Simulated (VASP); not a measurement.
# Dielectric function of MoS2, part 2 of 3

Wanted: where MoS2 absorbs light, and how strongly it screens. The cell has space group R3m. The start is a cell from a database of measured crystal structures.

VASP 6.6.1, plane waves and PAW; the level of theory is named at each step.

Still holding for the runs below: This run has no spin polarisation, although Mo can carry a moment.

So far. Step 2 (Ground state): The cell has a gap of 1.03 eV on this mesh and a pressure of +4.9 GPa, which holds the misfit of the given cell and coordinates with this functional, and any error of cutoff, mesh and data sets. Spin-orbit coupling is left out, which can shift or reorder these edges. Forces of up to 0.51 eV/Å remain in these settings.

## Step 4: Static response with local fields

Level of this step: PBE, no spin polarisation; plane waves and PAW (Mo_sv, S) (VASP).

Perturbation theory (LEPSILON) gives the dielectric tensor with local fields, and the Born charges.

The input, INCAR:

```
SYSTEM = MoS2
PREC = Accurate
ENCUT = 400
EDIFF = 1E-08
NELM = 100
ISMEAR = 0
SIGMA = 0.01
LREAL = .FALSE.
ALGO = Normal
GGA = PE
NBANDS = 19
LWAVE = .FALSE.
LCHARG = .FALSE.
KPAR = 4
LEPSILON = .TRUE.
```

The input, POSCAR:

```
MoS2
1.0
    1.5800000000      0.9122134253      6.1500000000
   -1.5800000000      0.9122134253      6.1500000000
    0.0000000000     -1.8244268506      6.1500000000
Mo S
1 2
Direct
    0.0000000000      0.0000000000      0.0000000000
    0.4170000000      0.4170000000      0.4170000000
    0.2500000000      0.2500000000      0.2500000000
```

The input, KPOINTS:

```
Automatic mesh
0
Gamma
12 12 12
0 0 0
```

The projector-augmented-wave data sets are Mo_sv and S (PBE family, release 64).

Started as:

```
$ mpirun -np 4 vasp_std
```

The program printed:

```text
[... set-up lines as in an earlier step ...]
 entering main loop
       N       E                     dE             d eps       ncg     rms          rms(c)
DAV:   1     0.151248990178E+03    0.15125E+03   -0.11891E+04  7438   0.106E+03
DAV:   2    -0.175137399068E+02   -0.16876E+03   -0.16500E+03  9052   0.291E+02
DAV:   3    -0.231633791415E+02   -0.56496E+01   -0.56026E+01  8792   0.505E+01
DAV:   4    -0.232256713730E+02   -0.62292E-01   -0.62261E-01  9065   0.562E+00
DAV:   5    -0.232265277500E+02   -0.85638E-03   -0.85633E-03  8779   0.624E-01    0.252E+01
DAV:   6    -0.221360569757E+02    0.10905E+01   -0.10539E+01  7618   0.204E+01    0.917E+00
DAV:   7    -0.218785620062E+02    0.25749E+00   -0.37530E+00  7390   0.116E+01    0.603E+00
DAV:   8    -0.217799372115E+02    0.98625E-01   -0.51292E-01  8055   0.459E+00    0.179E+00
DAV:   9    -0.217813386994E+02   -0.14015E-02   -0.22880E-02  8895   0.950E-01    0.609E-01
DAV:  10    -0.217801693058E+02    0.11694E-02   -0.95137E-03  8114   0.667E-01    0.116E-01
DAV:  11    -0.217801831934E+02   -0.13888E-04   -0.46408E-04  8212   0.156E-01    0.467E-02
DAV:  12    -0.217801748839E+02    0.83096E-05   -0.97213E-05  8372   0.651E-02    0.260E-02
DAV:  13    -0.217801945244E+02   -0.19641E-04   -0.29409E-05  7872   0.328E-02    0.106E-02
DAV:  14    -0.217801948863E+02   -0.36190E-06   -0.26142E-06  9632   0.971E-03    0.249E-03
DAV:  15    -0.217801949547E+02   -0.68339E-07   -0.31975E-07  8208   0.339E-03    0.235E-03
DAV:  16    -0.217801949834E+02   -0.28671E-07   -0.12122E-07  8565   0.230E-03    0.918E-04
DAV:  17    -0.217801949976E+02   -0.14243E-07   -0.10186E-08  6735   0.769E-04    0.968E-05
DAV:  18    -0.217801949970E+02    0.58890E-09   -0.67226E-10  4878   0.167E-04
   1 F= -.21780195E+02 E0= -.21780195E+02  d E =-.487552-156
 Linear response reoptimize wavefunctions to high precision
DAV:   1    -0.217801949945E+02    0.25207E-08   -0.15919E-10  5067   0.102E-04
DAV:   2    -0.217801949945E+02   -0.21828E-10   -0.13662E-11  4521   0.299E-05
 Linear response G [H, r] |phi>, progress :
  Direction:   1
       N       E                     dE             d eps       ncg     rms
RMM:   1    -0.129384665680E+03   -0.12938E+03    0.17060E+02 13346   0.185E+02
RMM:   2    -0.120775688405E+03    0.86090E+01   -0.48010E+01 11531   0.411E+01
RMM:   3    -0.121298075502E+03   -0.52239E+00   -0.27189E+00 12975   0.961E+00
RMM:   4    -0.121317209024E+03   -0.19134E-01   -0.17850E-01 13838   0.215E+00
RMM:   5    -0.121318289331E+03   -0.10803E-02   -0.23441E-02 14239   0.660E-01
RMM:   6    -0.121318233708E+03    0.55623E-04   -0.30234E-03 14608   0.226E-01
RMM:   7    -0.121318206880E+03    0.26828E-04   -0.34820E-04 14686   0.501E-02
RMM:   8    -0.121318193966E+03    0.12915E-04   -0.99634E-05 14345   0.153E-02
RMM:   9    -0.121318195327E+03   -0.13612E-05   -0.57512E-05 14181   0.537E-03
RMM:  10    -0.121318193334E+03    0.19928E-05   -0.25951E-05 13479   0.200E-03
RMM:  11    -0.121318193115E+03    0.21931E-06    0.14959E-05 12872   0.116E-03
RMM:  12    -0.121318193028E+03    0.86381E-07   -0.15966E-05 12188   0.917E-04
RMM:  13    -0.121318192998E+03    0.30548E-07    0.10050E-05 10365   0.835E-04
RMM:  14    -0.121318192988E+03    0.10120E-07   -0.12790E-05  9130   0.818E-04
RMM:  15    -0.121318192969E+03    0.18688E-07    0.52418E-06  8461   0.815E-04
RMM:  16    -0.121318193039E+03   -0.69738E-07   -0.60691E-06  8123   0.811E-04
 Linear response G [H, r] |phi>, progress :
  Direction:   2
       N       E                     dE             d eps       ncg     rms
RMM:   1    -0.130173897830E+03   -0.13017E+03    0.14560E+02 13404   0.182E+02
RMM:   2    -0.118859043079E+03    0.11315E+02   -0.47623E+01 11639   0.411E+01
RMM:   3    -0.119386075674E+03   -0.52703E+00   -0.25850E+00 13096   0.960E+00
RMM:   4    -0.119402400050E+03   -0.16324E-01   -0.16434E-01 13754   0.210E+00
RMM:   5    -0.119403018900E+03   -0.61885E-03   -0.18823E-02 14182   0.664E-01
RMM:   6    -0.119403089663E+03   -0.70763E-04   -0.28515E-03 14561   0.236E-01
RMM:   7    -0.119403099206E+03   -0.95429E-05   -0.27781E-04 14583   0.528E-02
RMM:   8    -0.119403094549E+03    0.46567E-05    0.72656E-06 14352   0.159E-02
RMM:   9    -0.119403096065E+03   -0.15162E-05   -0.63527E-05 14011   0.543E-03
RMM:  10    -0.119403095442E+03    0.62286E-06   -0.16178E-05 13420   0.201E-03
RMM:  11    -0.119403095386E+03    0.55986E-07    0.16370E-05 13058   0.112E-03
RMM:  12    -0.119403095294E+03    0.92733E-07    0.30322E-06 12162   0.853E-04
RMM:  13    -0.119403095314E+03   -0.20142E-07   -0.10284E-06 10344   0.769E-04
RMM:  14    -0.119403095307E+03    0.69630E-08   -0.20440E-05  9141   0.749E-04
RMM:  15    -0.119403095303E+03    0.43357E-08   -0.11329E-06  8606   0.747E-04
RMM:  16    -0.119403095285E+03    0.17800E-07   -0.72789E-06  8209   0.746E-04
 Linear response G [H, r] |phi>, progress :
  Direction:   3
       N       E                     dE             d eps       ncg     rms
RMM:   1    -0.130437746765E+03   -0.13044E+03    0.21281E+02 13131   0.189E+02
RMM:   2    -0.120161119768E+03    0.10277E+02   -0.53276E+01 11749   0.412E+01
RMM:   3    -0.120716948448E+03   -0.55583E+00   -0.34719E+00 13144   0.103E+01
RMM:   4    -0.120738697239E+03   -0.21749E-01   -0.23686E-01 13747   0.241E+00
RMM:   5    -0.120739192339E+03   -0.49510E-03   -0.23231E-02 14066   0.748E-01
RMM:   6    -0.120739332888E+03   -0.14055E-03   -0.31646E-03 14286   0.256E-01
RMM:   7    -0.120739331516E+03    0.13723E-05   -0.27853E-04 14197   0.583E-02
RMM:   8    -0.120739332159E+03   -0.64236E-06   -0.27123E-06 13654   0.171E-02
RMM:   9    -0.120739332636E+03   -0.47772E-06   -0.17514E-05 13688   0.609E-03
RMM:  10    -0.120739332928E+03   -0.29203E-06   -0.33172E-05 12875   0.236E-03
RMM:  11    -0.120739333107E+03   -0.17906E-06   -0.42517E-05 12161   0.139E-03
RMM:  12    -0.120739333008E+03    0.99428E-07   -0.50966E-05 11536   0.110E-03
RMM:  13    -0.120739333074E+03   -0.66098E-07   -0.23138E-05 10009   0.102E-03
RMM:  14    -0.120739333067E+03    0.75069E-08   -0.56005E-05  8778   0.995E-04
RMM:  15    -0.120739333028E+03    0.38832E-07   -0.33500E-05  8028   0.992E-04
RMM:  16    -0.120739333091E+03   -0.63006E-07   -0.51053E-05  7816   0.990E-04
 Linear response to external field (no local field effect), progress :
  Direction:   1
       N       E                     dE             d eps       ncg     rms          rms(c)
RMM:   1    -0.213244843112E+01   -0.21324E+01   -0.13445E+01 16799   0.640E+00
RMM:   2    -0.226475205815E+01   -0.13230E+00   -0.87231E-02 11684   0.115E+00
RMM:   3    -0.226700473848E+01   -0.22527E-02   -0.52698E-03 12039   0.210E-01
RMM:   4    -0.226711035581E+01   -0.10562E-03   -0.23956E-04 12817   0.416E-02
RMM:   5    -0.226711416546E+01   -0.38096E-05   -0.20534E-05 12508   0.105E-02
RMM:   6    -0.226711453651E+01   -0.37105E-06   -0.25442E-06 12546   0.300E-03
RMM:   7    -0.226711457095E+01   -0.34436E-07   -0.31015E-07 10034   0.829E-04
RMM:   8    -0.226711457194E+01   -0.99457E-09   -0.40508E-08  8862   0.269E-04
 change of polarisation eV/A/(eV/A) component  1 :     4.534    -0.320     0.031
 dielectric tensor                  component  1 :    16.427    -1.089     0.105
 Linear response to external field (no local field effect), progress :
  Direction:   2
       N       E                     dE             d eps       ncg     rms          rms(c)
RMM:   1    -0.202105452212E+01   -0.20211E+01   -0.12646E+01 17019   0.636E+00
RMM:   2    -0.215276902611E+01   -0.13171E+00   -0.82030E-02 11748   0.113E+00
RMM:   3    -0.215491010153E+01   -0.21411E-02   -0.50866E-03 12200   0.204E-01
RMM:   4    -0.215500681756E+01   -0.96716E-04   -0.24001E-04 12936   0.411E-02
RMM:   5    -0.215500953206E+01   -0.27145E-05   -0.18629E-05 12597   0.107E-02
RMM:   6    -0.215501008651E+01   -0.55445E-06   -0.23351E-06 12627   0.295E-03
RMM:   7    -0.215501010621E+01   -0.19699E-07   -0.25020E-07 10212   0.841E-04
RMM:   8    -0.215501011449E+01   -0.82757E-08   -0.78134E-08  8915   0.275E-04
 change of polarisation eV/A/(eV/A) component  2 :    -0.299     4.310    -0.055
 dielectric tensor                  component  2 :    -1.018    15.664    -0.188
 Linear response to external field (no local field effect), progress :
  Direction:   3
       N       E                     dE             d eps       ncg     rms          rms(c)
RMM:   1    -0.117665923432E+01   -0.11767E+01   -0.56222E+00 16621   0.587E+00
RMM:   2    -0.126022961169E+01   -0.83570E-01   -0.36089E-02 11890   0.973E-01
RMM:   3    -0.126092863735E+01   -0.69903E-03   -0.16189E-03 12239   0.152E-01
RMM:   4    -0.126096135039E+01   -0.32713E-04   -0.73936E-05 12752   0.298E-02
RMM:   5    -0.126096263570E+01   -0.12853E-05   -0.69614E-06 12649   0.771E-03
RMM:   6    -0.126096280598E+01   -0.17028E-06   -0.80685E-07 12061   0.190E-03
RMM:   7    -0.126096281613E+01   -0.10152E-07   -0.20492E-07 10048   0.605E-04
RMM:   8    -0.126096281691E+01   -0.77708E-09   -0.14415E-07  8410   0.233E-04
RMM:   9    -0.126096281794E+01   -0.10378E-08   -0.11012E-07  7701   0.132E-04
RMM:  10    -0.126096281551E+01    0.24313E-08   -0.70853E-08  6633   0.100E-04
 change of polarisation eV/A/(eV/A) component  3 :     0.030    -0.055     2.522
 dielectric tensor                  component  3 :     0.103    -0.188     9.581
 Linear response to external field, progress :
  Direction:   1
       N       E                     dE             d eps       ncg     rms          rms(c)
RMM:   1    -0.207586003476E+01   -0.20759E+01   -0.13036E+01 78444   0.639E+00
RMM:   2    -0.220872530115E+01   -0.13287E+00   -0.84936E-02 54200   0.115E+00    0.307E+00
RMM:   3    -0.213380288709E+01    0.74922E-01   -0.86118E-02 54315   0.191E+00    0.165E+00
RMM:   4    -0.220476041818E+01   -0.70958E-01   -0.68376E-02 55570   0.175E+00    0.389E-01
RMM:   5    -0.223128334498E+01   -0.26523E-01   -0.31938E-03 55658   0.436E-01    0.390E-02
RMM:   6    -0.223178834401E+01   -0.50500E-03   -0.17018E-04 57320   0.852E-02    0.225E-02
RMM:   7    -0.223282286602E+01   -0.10345E-02   -0.15860E-05 58596   0.292E-02    0.856E-03
RMM:   8    -0.223334718597E+01   -0.52432E-03   -0.98348E-06 57161   0.104E-02    0.347E-03
RMM:   9    -0.223337349071E+01   -0.26305E-04   -0.19850E-06 58744   0.376E-03    0.888E-04
RMM:  10    -0.223338085808E+01   -0.73674E-05   -0.31145E-07 59412   0.137E-03    0.230E-04
RMM:  11    -0.223338766432E+01   -0.68062E-05   -0.11194E-06 59775   0.435E-04    0.537E-05
RMM:  12    -0.223338926209E+01   -0.15978E-05    0.91096E-07 51810   0.160E-04    0.225E-05
RMM:  13    -0.223338963822E+01   -0.37613E-06    0.57147E-07 38615   0.107E-04    0.610E-06
 change of polarisation eV/A/(eV/A) component  1 :     4.174    -0.009    -0.000
 dielectric tensor                  component  1 :    15.202    -0.032    -0.000
 Linear response to external field, progress :
  Direction:   2
       N       E                     dE             d eps       ncg     rms          rms(c)
RMM:   1    -0.207827736726E+01   -0.20783E+01   -0.13060E+01 43093   0.638E+00
RMM:   2    -0.220876155854E+01   -0.13048E+00   -0.85148E-02 29723   0.114E+00    0.307E+00
RMM:   3    -0.213400605126E+01    0.74756E-01   -0.88241E-02 29786   0.191E+00    0.165E+00
RMM:   4    -0.220508266309E+01   -0.71077E-01   -0.71287E-02 30369   0.175E+00    0.389E-01
RMM:   5    -0.223132945862E+01   -0.26247E-01   -0.31092E-03 30465   0.441E-01    0.388E-02
RMM:   6    -0.223182573871E+01   -0.49628E-03   -0.58810E-05 31337   0.861E-02    0.221E-02
RMM:   7    -0.223315735949E+01   -0.13316E-02   -0.11384E-05 32124   0.318E-02    0.586E-03
RMM:   8    -0.223339345571E+01   -0.23610E-03   -0.59145E-06 31932   0.699E-03    0.324E-03
RMM:   9    -0.223341924237E+01   -0.25787E-04    0.40057E-06 31992   0.356E-03    0.815E-04
RMM:  10    -0.223342714090E+01   -0.78985E-05    0.38648E-06 32058   0.128E-03    0.227E-04
RMM:  11    -0.223343354597E+01   -0.64051E-05    0.19861E-06 32807   0.424E-04    0.606E-05
RMM:  12    -0.223343561807E+01   -0.20721E-05    0.20544E-06 28819   0.166E-04    0.208E-05
RMM:  13    -0.223343596380E+01   -0.34573E-06    0.10067E-06 20395   0.103E-04    0.620E-06
 change of polarisation eV/A/(eV/A) component  2 :    -0.033     4.174    -0.000
 dielectric tensor                  component  2 :    -0.111    15.202    -0.001
 Linear response to external field, progress :
  Direction:   3
       N       E                     dE             d eps       ncg     rms          rms(c)
RMM:   1    -0.117665923432E+01   -0.11767E+01   -0.56222E+00 16621   0.587E+00
RMM:   2    -0.126022966998E+01   -0.83570E-01   -0.36089E-02 11890   0.972E-01    0.342E+00
RMM:   3    -0.809688018063E+00    0.45054E+00   -0.88566E-01 11766   0.328E+00    0.117E+00
RMM:   4    -0.801927306127E+00    0.77607E-02   -0.52943E-02 11989   0.908E-01    0.733E-01
RMM:   5    -0.821294804998E+00   -0.19367E-01   -0.16991E-02 11569   0.615E-01    0.264E-01
RMM:   6    -0.824772216864E+00   -0.34774E-02   -0.11994E-03 11979   0.174E-01    0.197E-01
RMM:   7    -0.827453229174E+00   -0.26810E-02   -0.17660E-04 11698   0.841E-02    0.903E-02
RMM:   8    -0.829944264609E+00   -0.24910E-02   -0.95555E-05 11248   0.615E-02    0.226E-02
RMM:   9    -0.829280310837E+00    0.66395E-03   -0.47662E-05 11687   0.176E-02    0.127E-02
RMM:  10    -0.829700228161E+00   -0.41992E-03   -0.56938E-06 11696   0.111E-02    0.361E-03
RMM:  11    -0.829689356728E+00    0.10871E-04    0.38167E-06 12465   0.296E-03    0.231E-03
RMM:  12    -0.829710497090E+00   -0.21140E-04   -0.12790E-07 12061   0.137E-03    0.383E-04
RMM:  13    -0.829711806752E+00   -0.13097E-05    0.44270E-07 12530   0.510E-04    0.154E-04
RMM:  14    -0.829712685551E+00   -0.87880E-06    0.35205E-07 11848   0.246E-04    0.647E-05
RMM:  15    -0.829712671437E+00    0.14113E-07    0.36509E-07 10479   0.140E-04    0.186E-05
RMM:  16    -0.829712699644E+00   -0.28206E-07    0.90909E-07  4820   0.829E-05    0.107E-05
RMM:  17    -0.829712586693E+00    0.11295E-06    0.55661E-07  3712   0.809E-05    0.200E-06
 change of polarisation eV/A/(eV/A) component  3 :     0.035    -0.038     1.556
 dielectric tensor                  component  3 :     0.119    -0.131     6.293
 Born effective charges drift removed
```

Wall time 16 min (4 MPI ranks of Intel Xeon 6975P-C (Granite Rapids), shared host); peak memory 5.3 GiB.

From OUTCAR (step 4):

```text
The static configuration has the point symmetry C_3v.

 Found    189 irreducible k-points:

   k-points           NKPTS =    189   k-points in BZ     NKDIM =    189   number of bands    NBANDS=     19

   NELECT =      26.0000    total number of electrons

  Total        1.3757442      1.3757442      2.1519160      0.0000000      0.0000000      0.0000000
  in kB       41.4446389     41.4446389     64.8270089      0.0000000      0.0000000      0.0000000
  external PRESSURE =      49.2387622 kB  Pullay stress =       0.0000000 kB

 POSITION                                       TOTAL-FORCE (eV/Angst)
 -----------------------------------------------------------------------------------
      0.00000      0.00000      0.00000         0.000000     -0.000000      0.086263
      0.00000      0.00000      7.69365         0.000000     -0.000000      0.422264
      0.00000      0.00000      4.61250         0.000000      0.000000     -0.508527
 -----------------------------------------------------------------------------------
    total drift:                               -0.000000     -0.000000      0.000073

 MACROSCOPIC STATIC DIELECTRIC TENSOR (including local field effects in DFT)
 ------------------------------------------------------
          15.202095     0.000000     0.000000
           0.000000    15.202095     0.000000
           0.000000     0.000000     6.293070
 ------------------------------------------------------

 PIEZOELECTRIC TENSOR (including local field effects)  for field in x, y, z        (C/m^2)
          XX          YY          ZZ          XY          YZ          ZX
  --------------------------------------------------------------------------------
  x     0.00000     0.00000     0.00000     0.52738     0.00000     0.02162
  y     0.52738    -0.52738    -0.00000     0.00000     0.02162     0.00000
  z    -0.00490    -0.00490     0.05634     0.00000     0.00000     0.00000

 BORN EFFECTIVE CHARGES (including local field effects) (in |e|, cummulative output)
 ---------------------------------------------------------------------------------
 ion    1
    1    -0.99280     0.00000     0.00000
    2     0.00000    -0.99280     0.00000
    3     0.00000     0.00000    -0.65980
 ion    2
    1     0.49063     0.00000     0.00000
    2     0.00000     0.49063     0.00000
    3     0.00000     0.00000     0.29018
 ion    3
    1     0.50216     0.00000     0.00000
    2     0.00000     0.50216    -0.00000
    3     0.00000     0.00000     0.36963

[... 7 parts as in an earlier step ...]

[... 1 further part left out ...]
```

Energies printed during the response cycles are not total energies of the cell. The dielectric response converges more slowly with the mesh than energies do, so tensor and charges may still move on a finer one.

Numbers from this step:

```
Fermi energy                   : 7.847 eV
pressure                       : 4.924 GPa
gap on the k-mesh              : 0.9356 eV
least direct gap on the k-mesh : 1.715 eV
```

Electronic dielectric tensor with local fields:

```
15.20  0.00  0.00
 0.00 15.20  0.00
 0.00  0.00  6.29
```

Born effective charge (e), principal values of the symmetric part by kind of site:

| atom | atoms with these values | low | middle | high | mean |
| --- | --- | --- | --- | --- | --- |
| Mo1 | 1 | -0.9928 | -0.9928 | -0.6598 | -0.8818 |
| S2 | 1 | 0.2902 | 0.4906 | 0.4906 | 0.4238 |
| S3 | 1 | 0.3696 | 0.5022 | 0.5022 | 0.4580 |

In full for S2:

```
0.4906 0.0000 0.0000
0.0000 0.4906 0.0000
0.0000 0.0000 0.2902
```

Piezoelectric tensor with clamped ions (C/m²), by row:

| field | xx | yy | zz | xy | yz | zx |
| --- | --- | --- | --- | --- | --- | --- |
| x | 0 | 0 | 0 | 0.5274 | 0 | 0.02162 |
| y | 0.5274 | -0.5274 | 0 | 0 | 0.02162 | 0 |
| z | -0.0049 | -0.0049 | 0.05634 | 0 | 0 | 0 |

The mean electronic (clamped-ion) dielectric constant is 12.2.

[end of part 2 of 3]

[Lines on the potential files, build, host, timing and source positions are cut from VASP's logs without a mark.]

[Logs are printed without paths, hosts, clocks, repeated set-up lines and the standing remarks that a program may print on its own settings, such as how far it seeks lower states.]

[Hosts, paths, dates, database ids (printed as entryN), source tags and the programs' standing remarks are cut or masked in the printed files.]
